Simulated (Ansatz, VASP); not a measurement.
**SnTe: VASP beside Ansatz**

One calculation is typed for both programs; each brings its own data sets. How far apart do they land? The structure shown is the end of the Ansatz relaxation below.

Program: Ansatz 0.2.0. Level of theory: plane waves, with VASP 6.6.1 beside it; single point at PBEsol. Results are calculated unless marked as measured.

**1. The structure**

Symmetry: I4/mmm, No. 139, tetragonal system. Conventional cell: a = 4.269 Å, b = 4.269 Å, c = 6.297 Å, α = 90.00°, β = 90.00°, γ = 90.00°. Nearest to Sn lie 6 Te at 3.02 to 3.15 Å. Nearest to Te lie 6 Sn at 3.02 to 3.15 Å. Farther neighbours and most contacts between anions are not listed.

**2. Ansatz: relaxation, PBEsol**

Ansatz runs on its PAW soft_1 files.

This run makes the geometry at which the two programs are then compared.

Input file input.yaml:

```yaml
crystal:
  lattice:
    - [0.0, 3.018365808, 3.1474713146]
    - [3.018365808, 0.0, 3.1474713146]
    - [3.018365808, 3.018365808, 0.0]
  atoms:
    - { symbol: Sn, position: [0.0, 0.0, 0.0] }
    - { symbol: Te, position: [0.5, 0.5, 0.5] }
  conventional_axes: [[-1, 1, 1], [1, -1, 1], [1, 1, -1]]
kpoints:
  mp_grid: { grid: [12, 12, 12] }
hamiltonian:
  xc: pbesol
  pseudopotentials: { kind: paw, azcp: { folder: soft_1 }, xc_functional: pbe }
scf:
  occupations: { method: gaussian, width: 0.01 }
output:
  forces: true
  stress: true
  eigenvalues: true
relax:
  adjacent_minimum: "off"
  f_tol: 0.001
  max_steps: 60
  cell: { stress_tol: 0.01, fix: [a, b, gamma] }
```

On the command line:

```
ansatz run input.yaml --threads 4 --pin off --max-ram 10240MiB --backend cpu --events-out ev --progress --plain --runs-dir out
```

Numbers of over 12 decimals in the logs are rounded to 6 here.

The program printed:

```text
Engine: ansatz 0.2.0, x86_64-unknown-linux-gnu
Pseudopotentials: kind: paw
Pseudopotential: Sn, paw, valence charge 14, recommended cutoff 420 eV (normal), soft_1/Sn.paw.azcp
Pseudopotential: Te, paw, valence charge 16, recommended cutoff 420 eV (normal), soft_1/Te.paw.azcp
Functional definition: PBEsol
  exchange = pbesol_x
  correlation = pbesol_c
Crystal: 2 atoms, lattice volume = 57.350 Å³
Basis set: ecut = 420 eV, 1131 PW (Γ), exchange–correlation on 60×60×60 points (8 copies of the dense FFT grid, shifted against one another)
Bands: 19, of which v1, the nominal top of the filled ones, is band 15 counted from 1 (14 counted from 0)
Symmetry: 16 space group operations
Space group: I4/mmm (ITA 139), of the structure as read, at distance tolerance 3.9e-5 Å
k-points: 163 of 1728
Non-local potential: Sn, projectors of the file, l = 0: 2, l = 1: 2, l = 2: 2, l = 3: 1
Non-local potential: Te, projectors of the file, l = 0: 2, l = 1: 2, l = 2: 2, l = 3: 1
PAW form: soft (Blöchl's): semilocal exchange-correlation on the pseudo side does not see the compensation charge
PAW frozen core: Sn, regenerated for the run's functional, and the local potential with it (the file was generated under x = pbe(κ = 0.804, μ = 0.219515), c = pbe(β = 0.066725))
PAW frozen core: Te, regenerated for the run's functional, and the local potential with it (the file was generated under x = pbe(κ = 0.804, μ = 0.219515), c = pbe(β = 0.066725))
PAW one-centre angular grid: Sn, 590 points (default); XC on 64 Gauss nodes
PAW one-centre angular grid: Te, 590 points (default); XC on 64 Gauss nodes
Initial density: superposition of atomic densities (chi_scale 0.1, normalization cell, long waves kept (reshape's long-wave potential 0.00 eV rms))
Initial wavefunctions: pseudopotential atomic-orbital guess
Functional: x = pbesol(κ = 0.804, μ = 0.123457), c = pbesol(β = 0.046)
SCF iter   1: F=—  HF=-12851.909186 eV  |F-HF|=—  |Δ(HF+E_count)|=         —  Δρ=1.14e-2  dr2=6.40e-2  ethr=3.10e-3  ⟨swp⟩=7.6  Hψ=18130  notcnv=0
preconditioner: auto → none  [insulator: Δε(μ)=0.075 eV  Ē_g=17.102 eV  σ=0.010 eV  W_gap=1.00  n_scr=14 (ndim 8)  ℏωp=21.9 eV  f_vac=0.000  D(μ)=0.00/eV (n_scr^D=0)  ε∞_Penn≈2.6]
SCF iter   2: F=—  HF=-12851.905931 eV  |F-HF|=—  |Δ(HF+E_count)|=   3.25e-3  Δρ=5.61e-3  dr2=1.59e-2  ethr=2.13e-4  ⟨swp⟩=2.0  Hψ=5041  notcnv=0
SCF iter   3: F=—  HF=-12851.906948 eV  |F-HF|=—  |Δ(HF+E_count)|=   1.02e-3  Δρ=3.92e-4  dr2=5.61e-5  ethr=5.29e-5  ⟨swp⟩=3.0  Hψ=5041  notcnv=0
SCF iter   4: F=—  HF=-12851.906965 eV  |F-HF|=—  |Δ(HF+E_count)|=   1.67e-5  Δρ=8.75e-5  dr2=3.27e-6  ethr=1.87e-7  ⟨swp⟩=2.3  Hψ=5847  notcnv=0
SCF iter   5: F=—  HF=-12851.906965 eV  |F-HF|=—  |Δ(HF+E_count)|=   1.86e-8  Δρ=2.30e-5  dr2=1.34e-7  ethr=1.09e-8  ⟨swp⟩=2.0  Hψ=4719  notcnv=0
SCF iter   6: F=-12851.906965 eV  HF=-12851.906965 eV  |F-HF|=8.89e-10  |Δ(HF+E_count)|=   8.95e-8  Δρ=2.88e-6  dr2=2.48e-9  ethr=3.33e-10  ⟨swp⟩=6.3  Hψ=14330  notcnv=0
SCF 1 converged in 6 iterations: F = -12851.906965 eV  dr2 = 2.48e-9
  greatest PAW one-centre occupation: 0.998 electrons in one spin orbital (limit 2), on the Te atom at site 1 (counted from 0), in its partial waves of l = 2
relax step   1: F+E_penalty+E_count = -12851.90696461 eV  Δ(F+E_penalty+E_count) = +0.000e0 eV  max|allowed force component| = 1.341e-29 eV/Å  Δτ_max = 0.0000 Å  P = +4.854 GPa  Ω = 57.350 Å³  fix = [a, b, gamma]  reactions: a +7.258, b +7.258 GPa  (6 SCF iters, dr2 threshold 1.00e-7 eV, accepted)
[...]
relax step   2: F+E_penalty+E_count = -12851.90696289 eV  Δ(F+E_penalty+E_count) = +1.717e-6 eV  max|allowed force component| = 1.341e-29 eV/Å  Δτ_max = 0.0000 Å  P = +4.828 GPa  Ω = 57.379 Å³  energy of the carried Pulay correction = -3.953e-6 eV  fix = [a, b, gamma]  reactions: a +7.253, b +7.253 GPa  (7 SCF iters, dr2 threshold 5.72e-9 eV, accepted)
[...]
relax step   3: F+E_penalty+E_count = -12851.90696478 eV  Δ(F+E_penalty+E_count) = -1.887e-6 eV  max|allowed force component| = 1.341e-29 eV/Å  Δτ_max = 0.0000 Å  P = +4.836 GPa  Ω = 57.370 Å³  energy of the carried Pulay correction = -2.694e-6 eV  fix = [a, b, gamma]  reactions: a +7.254, b +7.254 GPa  (7 SCF iters, dr2 threshold 1.25e-9 eV, accepted)
[...]
relax step   4: F+E_penalty+E_count = -12851.90696792 eV  Δ(F+E_penalty+E_count) = -3.142e-6 eV  max|allowed force component| = 1.341e-29 eV/Å  Δτ_max = 0.0000 Å  P = +4.836 GPa  Ω = 57.370 Å³  fix = [a, b, gamma]  reactions: a +7.254, b +7.254 GPa  stress off target by 5.22e-5 GPa on what of the cell is left free  SCF on the basis re-selected at this cell (its energy is not comparable with the rows above)  (9 SCF iters)
basis re-selected at this cell: Δ(F+E_penalty+E_count) = -3.142e-6 eV, ΔP = +0.000 GPa vs the last step (what re-selecting the basis moved, of the pressure what is left beyond the Pulay correction that the steps carried, after the strain that the cell walked since its last selection, with what the two solves' SCF thresholds leave and, on support functions, any second-order correction that the steps lacked; it is no m [...]
SCF converged after 9 iterations
Free energy (F): -12851.906968 eV
Harris-Foulkes:  -12851.906968 eV  (|F-HF|=7.28e-12)
Internal energy: -12851.906968 eV  (E = F + TS)
E sigma→0 (E₀):  -12851.906968 eV
Entropy (-TS):   -0.000000 eV (-0.000 meV/atom)
Fermi energy:    10.905695 eV
--- Per-component energies (eV) ---
  E_band       = -321.116625
  E_kinetic    = 341.949546
  E_local      = -2553.112343  (includes V_loc(G=0)·N_el)
  E_nonlocal   = 216.024398
  E_hartree    = 1288.357529
  E_xc         = -247.634327
  E_vxc        = -184.015969  (∫ρ·V_xc dr)
  E_paw        = -8888.740781  (= ΣΔE_a)
  E_vpaw       = -718.677689  (= ΣTr[D̂ρ^β])
  E_aug_tail   = 0.000375  (compensation charges beyond the density's cutoff)
  E_ewald      = -3009.411016
  E_core_change = 0.659651  (= ΣΔE_core)
  E_smearing   = -0.000000  (= −TS)
  E_closure    = 0.000000  (closes the sum)
  Σ components = -12851.906968   (vs F -12851.906968, Δ=0.00e0)
--- Forces (eV/Å), atoms counted from 1 ---
  atom   1  Sn    -0.00000000     0.00000000     0.00000000
  atom   2  Te     0.00000000     0.00000000     0.00000000
  max |Σ_I F_I| component: 2.37e-29 eV/Å
--- Stress (GPa, compression-positive) ---
        7.254287       0.000000       0.000000
        0.000000       7.254287       0.000000
        0.000000       0.000000      -0.000052
  P = ⅓ Tr σ = 4.8362 GPa (48.362 kbar)
--- Band table (eV; the first three rows and the last of 163) ---
  k-point 0: bands = [... 11 lower, 6.5898, 8.3897, 8.3897, 8.8640, 13.7315, 14.8196, 14.8196, 15.3083]
  k-point 1: bands = [... 11 lower, 6.0681, 8.4113, 8.6243, 9.0312, 13.3925, 14.3886, 14.4049, 15.4051]
  k-point 2: bands = [... 11 lower, 5.0820, 8.4785, 8.7041, 9.5841, 12.7029, 13.5465, 13.6426, 15.4918]
  k-point 162: bands = [... 11 lower, 4.5993, 4.7361, 6.8186, 6.8186, 12.7675, 16.4097, 16.4097, 17.5160]
--- Relaxed structure (3 steps of the walk, 3 accepted, 1 SCFs on fresh bases) ---
  F+E_penalty+E_count = -12851.90696792 eV   max|allowed force component| = 1.341e-29 eV/Å   (the final SCF, on the basis selected at the relaxed cell)
  cell:  # Å, volume = 57.3695 Å³
    - [0.0, 3.018365808, 3.148527]
    - [3.018365808, 0.0, 3.148527]
    - [3.018365808, 3.018365808, 0.0]
  atoms:
    - { symbol: Sn, position: [0, 0, 0] }
    - { symbol: Te, position: [0.5, 0.5, 0.5] }
```

In the SCF lines HF is the Harris–Foulkes energy and dr2 the Hartree energy of the density residual, in eV; the loop may stop once dr2 is under the threshold and the program's other checks hold. Hψ counts applications of the Hamiltonian.

**3. VASP: single point, PBEsol, pair 1**

The same cell, functional, mesh and smearing now go to VASP, with its own data sets.

Lines of VASP's logs that name or quote its potential files are left out, and so is its time.

Input file INCAR:

```
SYSTEM = SnTe
PREC = Accurate
ENCUT = 500
EDIFF = 1E-06
NELM = 120
ISMEAR = 0
SIGMA = 0.01
LREAL = .FALSE.
ALGO = Normal
GGA = PS
NBANDS = 16
LORBIT = 11
LWAVE = .FALSE.
LCHARG = .FALSE.
ISIF = 2
LASPH = .TRUE.
GGA_COMPAT = .FALSE.
KPAR = 2
```

Input file POSCAR:

```
SnTe
1.0
    0.0000000000      3.0183658080      3.1485272344
    3.0183658080      0.0000000000      3.1485272344
    3.0183658080      3.0183658080      0.0000000000
Sn Te
1 1
Direct
    0.0000000000      0.0000000000      0.0000000000
    0.5000000000      0.5000000000      0.5000000000
```

Input file KPOINTS:

```
Automatic mesh
0
Gamma
12 12 12
0 0 0
```

PAW data sets: Sn_d and Te (PBE family, release 64).

On the command line:

```
mpirun -np 2 vasp_std
```

The program printed:

```text
[banner, memory and clock lines left out]
running    2 mpi-ranks, on    1 nodes
 distrk:  each k-point on    1 cores,    2 groups
 distr:  one band on    1 cores,    1 groups

 POSCAR found type information on POSCAR SnTe
 POSCAR found :  2 types and       2 ions
|                                                                             |
|               ----> ADVICE to this user running VASP <----                  |
|                                                                             |
|     You enforced a specific xc type in the INCAR file but a different       |
|     [... a line on the potential file left out ...]
|     I HOPE YOU KNOW WHAT YOU ARE DOING!                                     |
|                                                                             |

 LDA part: xc-table for (Slater+PW92), standard interpolation
 POSCAR, INCAR and KPOINTS ok, starting setup
 FFT: planning ... GRIDC
 FFT: planning ... GRID_SOFT
 FFT: planning ... GRID
 WAVECAR not read
 entering main loop
       N       E                     dE             d eps       ncg     rms          rms(c)
DAV:   1     0.121201091311E+03    0.12120E+03   -0.94896E+03  5264   0.144E+03
DAV:   2     0.169489332165E+01   -0.11951E+03   -0.11684E+03  5608   0.349E+02
DAV:   3    -0.802127884437E+01   -0.97162E+01   -0.96464E+01  6688   0.869E+01
DAV:   4    -0.826841068088E+01   -0.24713E+00   -0.24708E+00  6224   0.151E+01
DAV:   5    -0.827872268240E+01   -0.10312E-01   -0.10312E-01  7832   0.284E+00    0.595E+00
DAV:   6    -0.824091511005E+01    0.37808E-01   -0.73826E-02  7664   0.244E+00    0.369E+00
DAV:   7    -0.823770985000E+01    0.32053E-02   -0.38369E-02  6968   0.143E+00    0.467E-01
DAV:   8    -0.823677049056E+01    0.93936E-03   -0.68858E-03  6704   0.782E-01    0.168E-01
DAV:   9    -0.823683794843E+01   -0.67458E-04   -0.40704E-04  7048   0.189E-01    0.586E-02
DAV:  10    -0.823682989932E+01    0.80491E-05   -0.36192E-05  6752   0.636E-02    0.270E-02
DAV:  11    -0.823682906624E+01    0.83308E-06   -0.77727E-06  7040   0.296E-02
   1 F= -.82368291E+01 E0= -.82368289E+01  d E =-.239221E-06
```

Parts of OUTCAR (step 3):

```text
ion  position               nearest neighbor table
   1  0.000  0.000  0.000-   2 3.02   2 3.02   2 3.02   2 3.02   2 3.15   2 3.15
   2  0.500  0.500  0.500-   1 3.02   1 3.02   1 3.02   1 3.02   1 3.15   1 3.15

  LATTYP: Found a body centered tetragonal cell.
 ALAT       =     4.2686138619
 C/A-ratio  =     1.4751988989

 Subroutine GETGRP returns: Found 16 space group operations
 (whereof 16 operations were pure point group operations)

The static configuration has the point symmetry D_4h.

 Found    163 irreducible k-points:

   k-points           NKPTS =    163   k-points in BZ     NKDIM =    163   number of bands    NBANDS=     16

   dimension x,y,z NGX =    32 NGY =   32 NGZ =   32
   dimension x,y,z NGXF=    64 NGYF=   64 NGZF=   64

   ENCUT  =  500.0 eV  36.75 Ry    6.06 a.u.   7.95  7.95  7.78*2*pi/ulx,y,z

   NELECT =      20.0000    total number of electrons

 k-points in reciprocal lattice and weights: Automatic mesh
   0.00000000  0.00000000  0.00000000       0.001
   0.08333333  0.00000000  0.00000000       0.005
   0.16666667  0.00000000  0.00000000       0.005
   0.25000000 -0.00000000  0.00000000       0.005
   0.33333333  0.00000000  0.00000000       0.005
   0.41666667  0.00000000  0.00000000       0.005
   0.50000000 -0.00000000  0.00000000       0.002
   0.08333333  0.08333333  0.00000000       0.001
   0.16666667  0.08333333  0.00000000       0.005
[...]
-0.33333333  0.16666667  0.50000000       0.002
  -0.25000000  0.25000000  0.50000000       0.001

 average (electrostatic) potential at core
       1 -99.3071       2 -86.8002

 E-fermi :   7.9155

 k-point     1 :       0.0000    0.0000    0.0000
  band No.  band energies     occupation
    ...
      6      -5.5737      2.00000
      7       3.6117      2.00000
      8       5.4009      2.00000
      9       5.4009      2.00000
     10       5.8752      2.00000
     11      10.7394      0.00000
     12      11.8298      0.00000
     13      11.8298      0.00000
     14      12.2934      0.00000
     15      12.6074      0.00000
    ...

 k-point     2 :       0.0833    0.0000    0.0000
  band No.  band energies     occupation
    ...
      6      -5.5067      2.00000
      7       3.0869      2.00000
      8       5.4226      2.00000
      9       5.6363      2.00000
     10       6.0440      2.00000
     11      10.3991      0.00000
     12      11.3953      0.00000
     13      11.4122      0.00000
     14      12.3955      0.00000
     15      12.6253      0.00000
    ...

 k-point     3 :       0.1667    0.0000    0.0000
  band No.  band energies     occupation
    ...
      6      -5.3095      2.00000
      7       2.0975      2.00000
      8       5.4900      2.00000
      9       5.7156      2.00000
     10       6.5989      2.00000
     11       9.7087      0.00000
     12      10.5513      0.00000
     13      10.6499      0.00000
     14      12.4883      0.00000
     15      13.0472      0.00000
    ...

  Total        2.5888184      2.5888184     -0.0171020      0.0000000      0.0000000     -0.0000000
  in kB       72.2987795     72.2987795     -0.4776134      0.0000000      0.0000000     -0.0000000
  external PRESSURE =      48.0399819 kB  Pullay stress =       0.0000000 kB

  energy-cutoff  :      500.00
  volume of cell :       57.37
      direct lattice vectors                 reciprocal lattice vectors
     0.000000000  3.018365808  3.148527234    -0.165652552  0.165652552  0.158804407
     3.018365808  0.000000000  3.148527234     0.165652552 -0.165652552  0.158804407
     3.018365808  3.018365808  0.000000000     0.165652552  0.165652552 -0.158804407

 POSITION                                       TOTAL-FORCE (eV/Angst)
 -----------------------------------------------------------------------------------
      0.00000      0.00000      0.00000        -0.000000      0.000000      0.000000
      3.01837      3.01837      3.14853         0.000000     -0.000000     -0.000000
 -----------------------------------------------------------------------------------
    total drift:                                0.000000     -0.000000     -0.000000

  FREE ENERGIE OF THE ION-ELECTRON SYSTEM (eV)
  ---------------------------------------------------
  free  energy   TOTEN  =        -8.2368290662 eV

  energy  without entropy=       -8.2368288270  energy(sigma->0) =       -8.23682895

 total charge
# of ion       s       p       d       tot
------------------------------------------
    1        1.351   0.821  10.003  12.175
    2        1.387   1.979   0.042   3.408
--------------------------------------------------
tot          2.738   2.800  10.045  15.583

[... 3 further parts left out ...]
```

The run ends at a pressure of 4.80 GPa.

**4. Differences**

Known differences besides the potentials themselves: the data sets hold 30 valence electrons in Ansatz (on its PAW soft_1 files) and 20 in VASP; the cutoff is 420 eV in Ansatz and 500 eV in VASP; Ansatz makes its cores anew for this functional, VASP keeps those of its PBE data sets; Ansatz's pressure holds a Pulay correction, VASP's none. Total energies have different zeros and are not compared.

Both answers:

| quantity | Ansatz | VASP | difference |
| --- | --- | --- | --- |
| pressure (GPa) | 4.84 | 4.80 | +0.03 |
| gap on the k mesh (eV) | 0.053 | 0.046 | +0.006 |

A gap on the mesh is an upper bound, since the band edges may lie between its points.

**5. Ansatz: relaxation, PBEsol**

This run makes the geometry at which the two programs are then compared. The cell compared in this pair holds 58.55 Å³, against 57.37 Å³ for the pair before.

The structure compared here is the end of the Ansatz relaxation.

Changes to input.yaml since step 2:

```diff
@@ -2,5 +2,5 @@
   lattice:
-    - [0.0, 3.018365808, 3.1474713146]
-    - [3.018365808, 0.0, 3.1474713146]
-    - [3.018365808, 3.018365808, 0.0]
+    - [0.0, 3.0498071185, 3.1464557262]
+    - [3.0498071185, 0.0, 3.1464557262]
+    - [3.0498071185, 3.0498071185, 0.0]
   atoms:
```

On the command line:

```
ansatz run input.yaml --threads 4 --pin off --max-ram 10240MiB --backend cpu --events-out ev --progress --plain --runs-dir out
```

The program printed:

```text
[...]
Crystal: 2 atoms, lattice volume = 58.532 Å³
Basis set: ecut = 420 eV, 1155 PW (Γ), exchange–correlation on 60×60×60 points (8 copies of the dense FFT grid, shifted against one another)
Bands: 19, of which v1, the nominal top of the filled ones, is band 15 counted from 1 (14 counted from 0)
Symmetry: 16 space group operations
[...]
k-points: 163 of 1728
[...]
k-point 162: bands = [... 11 lower, 4.2133, 4.5465, 6.5701, 6.5701, 12.4946, 15.9341, 15.9341, 17.1320]
--- Relaxed structure (3 steps of the walk, 3 accepted, 1 SCFs on fresh bases) ---
[...]
cell:  # Å, volume = 58.5513 Å³
    - [0, 3.0498071185, 3.147471]
    - [3.0498071185, 0, 3.147471]
    - [3.0498071185, 3.0498071185, 0]
  atoms:
    - { symbol: Sn, position: [0, 0, 0] }
    - { symbol: Te, position: [0.500000, 0.500000, 0.500000] }
[key lines of the parts left out:]
SCF converged after 9 iterations
Free energy (F): -12851.953112 eV
Fermi energy:    10.579577 eV
P = ⅓ Tr σ = 3.3999 GPa (33.999 kbar)
```

(Continued in part 2 of 2.)

[Lines on the potential files, build, host, timing and source positions are cut from VASP's logs without a mark.]

[Logs are printed without paths, hosts, clocks, repeated set-up lines and the standing remarks that a program may print on its own settings, such as how far it seeks lower states.]

[Hosts, paths, dates, database ids (printed as entryN), source tags and the programs' standing remarks are cut or masked in the printed files.]
